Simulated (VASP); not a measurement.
These are LDA (Ceperley-Alder, Perdew-Zunger), VASP's LDA PAW potentials (set 64) (plane waves; VASP 6.6.1) values and carry that method's errors.

A VASP calculation is set up with these files.

File POSCAR:
```
In
1
   -1.5957060402     1.5957060402     2.4135183327
    1.5957060402    -1.5957060402     2.4135183327
    1.5957060402     1.5957060402    -2.4135183327
In
1
Direct
  0.0000000000   0.0000000000   1.0000000000
```

**KPOINTS**
```
Automatic mesh
0
Gamma
14 14 14
0 0 0
```

INCAR:
```
SYSTEM = In
PREC = Accurate; ENCUT = 400; LREAL = F
LASPH = T
EDIFF = 1E-8; NELM = 100; ALGO = Normal
LMAXMIX = 4
ISMEAR = 1; SIGMA = 0.1
IBRION = 1; NSW = 30; ISIF = 2
EDIFFG = -0.001
LWAVE = F; LCHARG = F
```

POTCAR, in this order: In_d (LDA.64 set). Program: vasp_std.

Output

File OUTCAR:
```
 ion  position               nearest neighbor table
   1  0.000  0.000  0.000-
  LATTYP: Found a body centered tetragonal cell.
 ALAT       =     3.1914120804
 C/A-ratio  =     1.5125081136
 Subroutine PRICEL returns:
 Original cell was already a primitive cell.
 Subroutine GETGRP returns: Found 16 space group operations
The static configuration has the point symmetry D_4h.
The dynamic configuration has the point symmetry D_4h.
 Subroutine INISYM returns: Found 16 space group operations
 Subroutine IBZKPT returns following result:
 Found    244 irreducible k-points:

 Following reciprocal coordinates:
            Coordinates               Weight
  0.000000  0.000000  0.000000      1.000000
  0.071429 -0.000000  0.000000      8.000000
  0.142857  0.000000  0.000000      8.000000
  0.214286  0.000000 -0.000000      8.000000
  0.285714 -0.000000  0.000000      8.000000
  0.357143 -0.000000  0.000000      8.000000
  0.428571  0.000000 -0.000000      8.000000
  0.500000 -0.000000  0.000000      4.000000
  0.071429  0.071429  0.000000      8.000000
...
```

**OSZICAR**
```
       N       E                     dE             d eps       ncg     rms          rms(c)
DAV:   1     0.629102693859E+02    0.62910E+02   -0.56471E+03  4920   0.141E+03
DAV:   2    -0.901819259430E+00   -0.63812E+02   -0.62976E+02  4978   0.264E+02
DAV:   3    -0.320725301984E+01   -0.23054E+01   -0.22977E+01  5694   0.606E+01
DAV:   4    -0.325664139520E+01   -0.49388E-01   -0.49372E-01  6198   0.857E+00
DAV:   5    -0.325878697252E+01   -0.21456E-02   -0.21455E-02  5958   0.148E+00    0.272E+00
DAV:   6    -0.322740302096E+01    0.31384E-01   -0.54710E-02  5656   0.530E+00    0.132E+00
DAV:   7    -0.321998586613E+01    0.74172E-02   -0.15587E-02  6298   0.255E+00    0.280E-01
DAV:   8    -0.321920530725E+01    0.78056E-03   -0.75983E-04  5548   0.620E-01    0.269E-02
DAV:   9    -0.321920464215E+01    0.66510E-06   -0.12116E-05  7082   0.504E-02    0.169E-02
DAV:  10    -0.321920467474E+01   -0.32590E-07   -0.47343E-07  6082   0.931E-03    0.887E-04
DAV:  11    -0.321920467450E+01    0.24602E-09   -0.11453E-08  3868   0.173E-03
   1 F= -.32192047E+01 E0= -.32191994E+01  d E =-.321920E+01
```

File OUTCAR:
```
------------------------ aborting loop because EDIFF is reached ----------------------------------------
  FORCE on cell =-STRESS in cart. coord.  units (eV):
  Direction    XX          YY          ZZ          XY          YZ          ZX
  --------------------------------------------------------------------------------------
  Total       -0.0465515     -0.0465515      0.0975431      0.0000000      0.0000000      0.0000000
  in kB       -3.0340845     -3.0340845      6.3575641      0.0000000      0.0000000      0.0000000
  external PRESSURE =       0.0964651 kB  Pullay stress =       0.0000000 kB
  volume of cell :       24.58
      direct lattice vectors                 reciprocal lattice vectors
    -1.595706040  1.595706040  2.413518333     0.000000000  0.313340921  0.207166440
     1.595706040 -1.595706040  2.413518333     0.313340921  0.000000000  0.207166440
     1.595706040  1.595706040 -2.413518333     0.313340921  0.313340921  0.000000000
 POSITION                                       TOTAL-FORCE (eV/Angst)
 -----------------------------------------------------------------------------------
      0.00000      0.00000      0.00000        -0.000000      0.000000     -0.000000
 -----------------------------------------------------------------------------------
    total drift:                               -0.000000      0.000000      0.000000
  FREE ENERGIE OF THE ION-ELECTRON SYSTEM (eV)
  ---------------------------------------------------
  free  energy   TOTEN  =        -3.2192046745 eV

  energy  without entropy=       -3.2191888672  energy(sigma->0) =       -3.21919941

 reached required accuracy - stopping structural energy minimisation
```
(Selected blocks of OUTCAR.)

OUTCAR:
```
 val. band max:        7.9866003014   @ k =  -0.3571   0.4286   0.2857

 cond. band min:       8.0293871274   @ k =  -0.2857   0.2857   0.2857


 Fermi energy:         8.0070524578

 k-point     1 :       0.0000    0.0000    0.0000
  band No.  band energies     occupation
      1      -6.7516      2.00000
      2      -6.6383      2.00000
      3      -6.6383      2.00000
      4      -6.5292      2.00000
      5      -6.4154      2.00000
      6      -2.0583      2.00000
      7      18.9406      0.00000
      8      18.9406      0.00000
      9      19.1150      0.00000
     10      19.7485      0.00000

 k-point     2 :       0.0714   -0.0000    0.0000
  band No.  band energies     occupation
      1      -6.7424      2.00000
      2      -6.6387      2.00000
      3      -6.6285      2.00000
      4      -6.5278      2.00000
      5      -6.4191      2.00000
      6      -1.9410      2.00000
      7      17.5256      0.00000
      8      18.7743      0.00000
      9      18.7924      0.00000
     10      19.6320      0.00000

 k-point     3 :       0.1429    0.0000    0.0000
  band No.  band energies     occupation
      1      -6.7243      2.00000
      2      -6.6427      2.00000
      3      -6.6048      2.00000
      4      -6.5148      2.00000
      5      -6.4259      2.00000
      6      -1.5855      2.00000
      7      15.0125      0.00000
      8      18.1402      0.00000
      9      18.4606      0.00000
     10      19.6193      0.00000

 k-point     4 :       0.2143    0.0000   -0.0000
  band No.  band energies     occupation
      1      -6.7173      2.00000
      2      -6.6560      2.00000
      3      -6.5844      2.00000
      4      -6.4725      2.00000
      5      -6.4212      2.00000
      6      -0.9849      2.00000
      7      12.4732      0.00000
      8      17.4406      0.00000
      9      18.1043      0.00000
     10      19.5951      0.00000

 k-point     5 :       0.2857   -0.0000    0.0000
...
```

Unless said otherwise, spin-orbit coupling is left out, though it shifts the bands of the heavy elements here.

The compound is In in the bct structure. It was relaxed first, which changed the volume by -6 %. The start is the result of an earlier pass.
